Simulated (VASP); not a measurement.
```
CELL_PARAMETERS angstrom
      4.79188     0.00000     0.00000
      0.00000     4.79188     0.00000
      0.00000     0.00000     3.23955
ATOMIC_POSITIONS crystal
  Sn 0.00000 0.00000 0.00000
  Sn 0.50000 0.50000 0.50000
  O  0.30613 0.30613 0.00000
  O  0.80613 0.19387 0.50000
  O  0.19387 0.80613 0.50000
  O  0.69387 0.69387 0.00000
```

Calculation: rev-vdW-DF2, VASP's PBE PAW potentials (set 64) (plane waves; VASP 6.6.1). Run with 520 eV cut-off, 5×5×8 Γ-centred mesh, tetrahedra with Blöchl corrections, potentials Sn_d O.

The cores are frozen, which limits the accuracy of field gradients.

**Question.** Give the principal components of the electric field gradient (V/Å²) and the asymmetry η at each nucleus.

**Answer.** 
```
atom    Vxx   Vyy     Vzz     η
----  -----  ----  ------  ----
Sn1   -46.4  -7.3    53.7  0.73
Sn2   -46.4  -7.3    53.7  0.73
O3     61.4  49.0  -110.4  0.11
O4     61.4  49.0  -110.4  0.11
O5     61.4  49.0  -110.4  0.11
O6     61.4  49.0  -110.4  0.11
```

The compound is SnO2 in the rutile structure. It was relaxed first.
